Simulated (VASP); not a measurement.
Given:

```xyz
5
Lattice="4.0453 0.0000 0.0000 0.0000 4.0453 0.0000 0.0000 0.0000 4.0453" Properties=species:S:1:pos:R:3 pbc="T T T"
K      0.0000     0.0000     0.0000
Mg     2.0226     2.0226     2.0226
F      2.0226     0.0000     2.0226
F      0.0000     2.0226     2.0226
F      2.0226     2.0226     0.0000
```

Calculation: PBE GGA with D3 dispersion (Becke-Johnson damping), VASP's PBE PAW potentials (set 64) (plane waves; VASP). Settings: 520 eV cut-off, 6×6×6 Γ-centred mesh, Gaussian smearing of 0.050 eV, potentials K_sv Mg F.

Problem. Give the stress tensor in GPa (positive for a compressed cell).

Solution. 
```
-1.85   0.00   0.00
 0.00  -1.85   0.00
 0.00   0.00  -1.85
```
The pressure is its mean diagonal, -1.85 GPa.

The compound is KMgF3 in the cubic perovskite structure. This cell is one point of a volume scan, at 1.03 of the reference volume.
